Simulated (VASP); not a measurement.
# Gap, carriers and strain in SiGe2 (Fm-3m), part 2 of 3

Aim: the gap of SiGe2, the masses at its band edges and their response to strain. The cell is generated by rule, not measured, and may not be a known phase.

VASP 6.6.1, plane waves and PAW; the level of theory is named at each step.

So far. Step 3 (Bands on a dense mesh): At 35.8 GPa the cell is away from the equilibrium volume of this level: left free, it would expand.

The structure was built from a prototype and need not be the compound's stable phase.

## (4) Bands with spin-orbit coupling

This step: PBEsol, spin-orbit coupling; plane waves and PAW (Si, Ge_d); invented cell (VASP 6.6.1).

Spin-orbit coupling can split and shift the band edges, more so for heavy elements, so the bands are solved again with spinors.

The input, INCAR:

```
SYSTEM = SiGe2
PREC = Accurate
ENCUT = 410
EDIFF = 1E-06
NELM = 100
ISMEAR = 0
SIGMA = 0.02
LREAL = .FALSE.
ALGO = Normal
GGA = PS
LNONCOLLINEAR = .TRUE.
MAGMOM = 0 0 0 0 0 0 0 0 0
NBANDS = 44
GGA_COMPAT = .FALSE.
LASPH = .TRUE.
LSORBIT = .TRUE.
LORBIT = 11
LWAVE = .FALSE.
LCHARG = .FALSE.
KPAR = 4
ISIF = 2
```

The input, POSCAR:

```
SiGe2
1.0
    0.0000000000      2.7830600000      2.7830600000
    2.7830600000      0.0000000000      2.7830600000
    2.7830600000      2.7830600000      0.0000000000
Si Ge
1 2
Direct
    0.0000000000      0.0000000000      0.0000000000
    0.2500000000      0.2500000000      0.2500000000
    0.7500000000      0.7500000000      0.7500000000
```

The input, KPOINTS:

```
Automatic mesh
0
Gamma
8 8 8
0 0 0
```

The input, KPOINTS_OPT:

```
Line mode
16
Line-mode
Reciprocal
  0.00000000   0.00000000   0.00000000 GAMMA
  0.50000000   0.00000000   0.50000000 X

  0.50000000   0.00000000   0.50000000 X
  0.50000000   0.25000000   0.75000000 W

  0.50000000   0.25000000   0.75000000 W
  0.37500000   0.37500000   0.75000000 K

  0.37500000   0.37500000   0.75000000 K
  0.00000000   0.00000000   0.00000000 GAMMA

  0.00000000   0.00000000   0.00000000 GAMMA
  0.50000000   0.50000000   0.50000000 L

  0.50000000   0.50000000   0.50000000 L
  0.62500000   0.25000000   0.62500000 U

  0.62500000   0.25000000   0.62500000 U
  0.50000000   0.25000000   0.75000000 W

  0.50000000   0.25000000   0.75000000 W
  0.50000000   0.50000000   0.50000000 L

  0.50000000   0.50000000   0.50000000 L
  0.37500000   0.37500000   0.75000000 K

  0.62500000   0.25000000   0.62500000 U
  0.50000000   0.00000000   0.50000000 X
```

The projector-augmented-wave data sets are Si and Ge_d (PBE family, release 64).

Started as:

```console
> mpirun -np 4 vasp_ncl
```

What it wrote:

```text
[... set-up lines as in an earlier step ...]
 entering main loop
       N       E                     dE             d eps       ncg     rms          rms(c)
DAV:   1     0.268947586949E+03    0.26895E+03   -0.12339E+04  3196   0.353E+03
DAV:   2     0.353036719528E+02   -0.23364E+03   -0.22089E+03  2552   0.723E+02
DAV:   3    -0.111364152591E+02   -0.46440E+02   -0.44722E+02  2816   0.186E+02
DAV:   4    -0.136612309168E+02   -0.25248E+01   -0.24907E+01  3032   0.513E+01
DAV:   5    -0.137170769246E+02   -0.55846E-01   -0.55717E-01  3024   0.787E+00    0.566E+00
DAV:   6    -0.135126436478E+02    0.20443E+00   -0.14493E-01  3464   0.501E+00    0.316E+00
DAV:   7    -0.134392303222E+02    0.73413E-01   -0.92191E-02  3720   0.258E+00    0.533E-01
DAV:   8    -0.134359785448E+02    0.32518E-02   -0.11786E-02  3172   0.157E+00    0.323E-01
DAV:   9    -0.134359619615E+02    0.16583E-04   -0.68435E-04  3072   0.199E-01    0.901E-02
DAV:  10    -0.134359476599E+02    0.14302E-04   -0.17412E-04  3328   0.287E-01    0.320E-02
DAV:  11    -0.134359472887E+02    0.37121E-06   -0.12918E-05  3404   0.541E-02    0.567E-03
DAV:  12    -0.134359472070E+02    0.81746E-07   -0.46205E-06  3108   0.417E-02
   1 F= -.13435947E+02 E0= -.13435820E+02  d E =-.254798E-03  mag=     0.0000    -0.0000    -0.0000
 Start KPOINTS_OPT (optional k-point list driver)
k-point batch [1-29\160]
       N       E                     dE             ncg
DAV:   1     0.916487403336E+03   -0.19355E+05     3268
DAV:   2    -0.600552220043E+04   -0.69220E+04     2552
DAV:   3    -0.734450705478E+04   -0.13390E+04     2756
DAV:   4    -0.741572167464E+04   -0.71215E+02     3156
DAV:   5    -0.741736155512E+04   -0.16399E+01     3112
DAV:   6    -0.741741266771E+04   -0.51113E-01     3168
DAV:   7    -0.741741481937E+04   -0.21517E-02     3188
DAV:   8    -0.741741491967E+04   -0.10030E-03     3216
DAV:   9    -0.741741492526E+04   -0.55859E-05     2868
DAV:  10    -0.741741492554E+04   -0.28194E-06     2064
[...]
k-point batch [146-160\160]
       N       E                     dE             ncg
DAV:   1     0.138152319908E+05   -0.14971E+05     1656
DAV:   2     0.102669683003E+05   -0.35483E+04     1320
DAV:   3     0.959816143221E+04   -0.66881E+03     1492
DAV:   4     0.956639077107E+04   -0.31771E+02     1624
DAV:   5     0.956571706544E+04   -0.67371E+00     1576
DAV:   6     0.956569606837E+04   -0.20997E-01     1576
DAV:   7     0.956569506689E+04   -0.10015E-02     1648
DAV:   8     0.956569501510E+04   -0.51787E-04     1584
DAV:   9     0.956569501208E+04   -0.30200E-05     1568
DAV:  10     0.956569501193E+04   -0.15511E-06     1024
```

Run time: 90 s. Hardware: 4 MPI ranks of AMD EPYC 9R45, shared host; peak memory 1.1 GiB; 5.9 min of CPU time.

Parts of OUTCAR (step 4):

```text
The static configuration has the point symmetry O_h .

 Found     29 irreducible k-points:

   k-points           NKPTS =     29   k-points in BZ     NKDIM =     29   number of bands    NBANDS=     44

   NELECT =      32.0000    total number of electrons

 E-fermi :   9.9947

 k-point     1 :       0.0000    0.0000    0.0000
  band No.  band energies     occupation
    ...
     32       8.4924      1.00000
     33       8.5684      1.00000
     34       8.5684      1.00000
     35       8.5684      1.00000
     36       8.5684      1.00000
     37      11.1680      0.00000
     38      11.1680      0.00000
     39      14.4372      0.00000
     40      14.4372      0.00000
     41      14.6582      0.00000
    ...

 k-point     2 :       0.1250    0.0000    0.0000
  band No.  band energies     occupation
    ...
     32       8.9563      1.00000
     33       9.0542      1.00000
     34       9.0542      1.00000
     35       9.8860      1.00000
     36       9.8860      1.00000
     37      12.5569      0.00000
     38      12.5569      0.00000
     39      13.4075      0.00000
     40      13.4075      0.00000
     41      13.4804      0.00000
    ...

  Total        9.6653756      9.6653756      9.6653756     -0.0000000      0.0000000     -0.0000000
  in kB      359.1961025    359.1961025    359.1961025     -0.0000000      0.0000000     -0.0000000
  external PRESSURE =     359.1961025 kB  Pullay stress =       0.0000000 kB

 POSITION                                       TOTAL-FORCE (eV/Angst)
 -----------------------------------------------------------------------------------
      0.00000      0.00000      0.00000        -0.000000     -0.000000     -0.000000
      1.39153      1.39153      1.39153         0.000000      0.000000     -0.000000
      4.17459      4.17459      4.17459        -0.000000      0.000000      0.000000
 -----------------------------------------------------------------------------------
    total drift:                                0.000000      0.000000      0.000000

  FREE ENERGIE OF THE ION-ELECTRON SYSTEM (eV)
  ---------------------------------------------------
  free  energy   TOTEN  =       -13.4359472070 eV

  energy  without entropy=      -13.4356924090  energy(sigma->0) =      -13.43581981

 Spin-Orbit-Coupling matrix elements
 Ion:    1  E_soc:     -0.0003572
 Ion:    2  E_soc:     -0.0174013
 Ion:    3  E_soc:     -0.0174013

 total charge
# of ion       s       p       d       tot
------------------------------------------
    1        0.801   0.909   0.000   1.710
    2        1.216   1.244  10.127  12.586
    3        1.216   1.244  10.127  12.586
--------------------------------------------------
tot          3.233   3.396  20.253  26.882

 magnetization (x)
# of ion       s       p       d       tot
------------------------------------------
    1        0.000   0.000   0.000   0.000
    2       -0.000   0.000   0.000  -0.000
    3        0.000   0.000   0.000   0.000
--------------------------------------------------
tot         -0.000   0.000   0.000   0.000

 magnetization (y)
# of ion       s       p       d       tot
------------------------------------------
    1       -0.000   0.000   0.000   0.000
    2        0.000   0.000   0.000   0.000
    3       -0.000   0.000   0.000  -0.000
--------------------------------------------------
tot         -0.000   0.000   0.000   0.000

 magnetization (z)
# of ion       s       p       d       tot
------------------------------------------
    1       -0.000   0.000   0.000  -0.000
    2        0.000   0.000   0.000   0.000
    3        0.000   0.000   0.000   0.000
--------------------------------------------------
tot          0.000   0.000   0.000   0.000

[... 7 parts as in an earlier step ...]

[... 5 further parts left out ...]
```

LASPH is on here and off in the session's scalar semilocal runs, so a comparison with those holds both changes.

This step gave:

| Item | Value |
| --- | --- |
| bands | 44 |
| irreducible k-points | 29 |
| free energy (TOTEN) | -13.44 eV |
| energy at zero smearing | -13.44 eV |
| Fermi energy | 9.995 eV |
| pressure | 35.92 GPa |

The spin moment in the PAW sphere vanishes on all atoms.

On-site spin-orbit energy by atom:

```csv
atom,on-site spin-orbit energy (eV)
Si1,-0.0004
Ge2,-0.0174
Ge3,-0.0174
```

Electronic bands along the path, in eV, zero at the Fermi level; # counts the bands kept, so #1 is VASP's band 23:

```
          point     #7     #8     #9    #10    #11    #12    #13    #14
              Γ  -2.45  -2.45  -1.50  -1.50  -1.43  -1.43  -1.43  -1.43
0.53 of the way  -5.33  -5.33  -0.70  -0.70   2.34   2.34   2.41   2.41
              X  -6.34  -6.34  -2.02  -2.02   5.16   5.16   5.37   5.37
0.47 of the way  -4.36  -4.36  -0.91  -0.91   2.83   2.83   5.43   5.43
              W  -0.99  -0.99  -0.98  -0.98   1.91   1.91   1.99   1.99
0.53 of the way  -3.07  -3.07   0.89   0.89   0.98   0.98   3.77   3.77
              K  -4.49  -4.49   0.67   0.67   2.72   2.72   2.94   2.94
0.53 of the way  -1.76  -1.76  -1.26  -1.26  -0.95  -0.95   2.38   2.38
              Γ  -2.45  -2.45  -1.50  -1.50  -1.43  -1.43  -1.43  -1.43
0.47 of the way  -2.94  -2.94  -0.87  -0.87  -0.74  -0.74   0.85   0.85
              L  -3.53  -3.53  -1.56  -1.56  -1.43  -1.43   0.79   0.79
0.47 of the way  -3.23  -3.23  -0.14  -0.14   0.15   0.15   3.47   3.47
              U  -4.49  -4.49   0.67   0.67   2.72   2.72   2.94   2.94
0.53 of the way  -2.80  -2.80   0.71   0.71   0.98   0.98   3.52   3.52
              W  -0.99  -0.99  -0.98  -0.98   1.91   1.91   1.99   1.99
0.53 of the way  -1.88  -1.88  -1.65  -1.65   1.51   1.51   3.87   3.87
              L  -3.53  -3.53  -1.56  -1.56  -1.43  -1.43   0.79   0.79
0.47 of the way  -3.23  -3.23  -0.14  -0.14   0.15   0.15   3.47   3.47
              K  -4.49  -4.49   0.67   0.67   2.72   2.72   2.94   2.94
      jump to U  -4.49  -4.49   0.67   0.67   2.72   2.72   2.94   2.94
0.47 of the way  -5.34  -5.34  -1.20  -1.20   4.15   4.15   4.39   4.39
              X  -6.34  -6.34  -2.02  -2.02   5.16   5.16   5.37   5.37
```

Of the projections kept (Si, Ge), the largest for each band there; the rest of the weight can lie on other orbitals:

| point | #7 | #8 | #9 | #10 | #11 | #12 | #13 | #14 |
| --- | --- | --- | --- | --- | --- | --- | --- | --- |
| Γ | Ge 1.00 | Ge 1.00 | Si 0.60 | Si 0.60 | Si 0.60 | Si 0.60 | Si 0.60 | Si 0.60 |
| X | Ge 0.70 | Ge 0.70 | Ge 0.59 | Ge 0.59 | Ge 1.00 | Ge 1.00 | Ge 1.00 | Ge 1.00 |
| W | Ge 0.87 | Ge 0.87 | Ge 0.87 | Ge 0.87 | Ge 0.65 | Ge 0.65 | Si 0.53 | Si 0.53 |
| K | Ge 0.88 | Ge 0.88 | Ge 0.64 | Ge 0.64 | Ge 0.81 | Ge 0.81 | Ge 0.98 | Ge 0.98 |
| Γ | Ge 1.00 | Ge 1.00 | Si 0.60 | Si 0.60 | Si 0.60 | Si 0.60 | Si 0.60 | Si 0.60 |
| L | Ge 0.65 | Ge 0.65 | Ge 1.00 | Ge 1.00 | Ge 1.00 | Ge 1.00 | Ge 0.98 | Ge 0.98 |

## (5) Orbitals for bands with HSE06, ENCUT 410

This step: PBE; plane waves and PAW (Si, Ge_d); invented cell (VASP 6.6.1).

The hybrid starts from PBE orbitals, which saves many expensive cycles.

The input, INCAR:

```
SYSTEM = SiGe2
PREC = Accurate
ENCUT = 410
EDIFF = 1E-05
NELM = 100
ISMEAR = 0
SIGMA = 0.02
LREAL = .FALSE.
ALGO = Normal
GGA = PE
NBANDS = 22
LORBIT = 11
LWAVE = .TRUE.
LCHARG = .FALSE.
KPAR = 4
```

POSCAR is that of step 4.

The input, KPOINTS:

```
Automatic mesh
0
Gamma
4 4 4
0 0 0
```

Started as:

```console
> mpirun -np 4 vasp_std
```

What it wrote:

```text
[banner, memory and clock lines left out]
running    4 mpi-ranks, on    1 nodes
 distrk:  each k-point on    1 cores,    4 groups
 distr:  one band on    1 cores,    1 groups

 POSCAR found type information on POSCAR SiGe
 POSCAR found :  2 types and       3 ions
 LDA part: xc-table for (Slater+PW92), standard interpolation
 POSCAR, INCAR and KPOINTS ok, starting setup
 FFT: planning ... GRIDC
 FFT: planning ... GRID_SOFT
 FFT: planning ... GRID
 WAVECAR not read
 entering main loop
       N       E                     dE             d eps       ncg     rms          rms(c)
DAV:   1     0.187927451547E+03    0.18793E+03   -0.13065E+04   436   0.345E+03
DAV:   2     0.122870266698E+02   -0.17564E+03   -0.16754E+03   358   0.559E+02
DAV:   3    -0.111841575151E+02   -0.23471E+02   -0.22871E+02   412   0.128E+02
DAV:   4    -0.117957191323E+02   -0.61156E+00   -0.61044E+00   394   0.240E+01
DAV:   5    -0.118079744512E+02   -0.12255E-01   -0.12253E-01   424   0.357E+00    0.553E+00
DAV:   6    -0.116408108691E+02    0.16716E+00   -0.11161E-01   456   0.354E+00    0.323E+00
DAV:   7    -0.115762105797E+02    0.64600E-01   -0.78913E-02   516   0.206E+00    0.442E-01
DAV:   8    -0.115737772408E+02    0.24333E-02   -0.80473E-03   456   0.110E+00    0.129E-01
DAV:   9    -0.115738750267E+02   -0.97786E-04   -0.64509E-04   406   0.159E-01    0.922E-02
DAV:  10    -0.115738685701E+02    0.64565E-05   -0.51302E-05   488   0.119E-01
   1 F= -.11573869E+02 E0= -.11573206E+02  d E =-.132503E-02
 writing wavefunctions
```

Run time: 2 s. Hardware: 4 MPI ranks; peak memory 0.52 GiB.

Parts of OUTCAR (step 5):

```text
   k-points           NKPTS =      8   k-points in BZ     NKDIM =      8   number of bands    NBANDS=     22

   NELECT =      32.0000    total number of electrons

 E-fermi :  10.2883

 k-point     1 :       0.0000    0.0000    0.0000
  band No.  band energies     occupation
    ...
     14       7.6299      2.00000
     15       7.6299      2.00000
     16       8.6399      2.00000
     17       8.6399      2.00000
     18       8.6399      2.00000
     19      11.2803      0.00000
     20      14.7739      0.00000
     21      14.7740      0.00000
     22      14.7740      0.00000

  Total       10.7379403     10.7379403     10.7379403     -0.0000000      0.0000000      0.0000000
  in kB      399.0560189    399.0560189    399.0560189     -0.0000000      0.0000000      0.0000000
  external PRESSURE =     399.0560189 kB  Pullay stress =       0.0000000 kB

 POSITION                                       TOTAL-FORCE (eV/Angst)
 -----------------------------------------------------------------------------------
      0.00000      0.00000      0.00000         0.000000      0.000000      0.000000
      1.39153      1.39153      1.39153        -0.000000     -0.000000     -0.000000
      4.17459      4.17459      4.17459         0.000000      0.000000      0.000000
 -----------------------------------------------------------------------------------
    total drift:                                0.000000      0.000000      0.000000

  FREE ENERGIE OF THE ION-ELECTRON SYSTEM (eV)
  ---------------------------------------------------
  free  energy   TOTEN  =       -11.5738685701 eV

  energy  without entropy=      -11.5725435354  energy(sigma->0) =      -11.57320605

[... 6 parts as in an earlier step ...]

[... 10 further parts left out ...]
```

The k-mesh is coarse for a metal.

This step gave:

| Property | Result |
| --- | --- |
| SCF cycles | 10 |
| bands | 22 |
| irreducible k-points | 8 |
| free energy (TOTEN) | -11.57 eV |
| energy at zero smearing | -11.57 eV |
| Fermi energy | 10.29 eV |
| pressure | 39.91 GPa |

The run ends at a pressure of 39.91 GPa.

(Continued in part 3 of 3.)

[Lines on the potential files, build, host, timing and source positions are cut from VASP's logs without a mark.]

[Logs are printed without paths, hosts, clocks, repeated set-up lines and the standing remarks that a program may print on its own settings, such as how far it seeks lower states.]

[Hosts, paths, dates, database ids (printed as entryN), source tags and the programs' standing remarks are cut or masked in the printed files.]

[In band tables of VASP the shares of atoms and orbitals are scaled to a sum of 1 inside the atoms' spheres.]

[Gaps and slopes under strain along one axis are those of the sampled path and mesh points; where strain splits equal valleys, another of them can be the edge.]
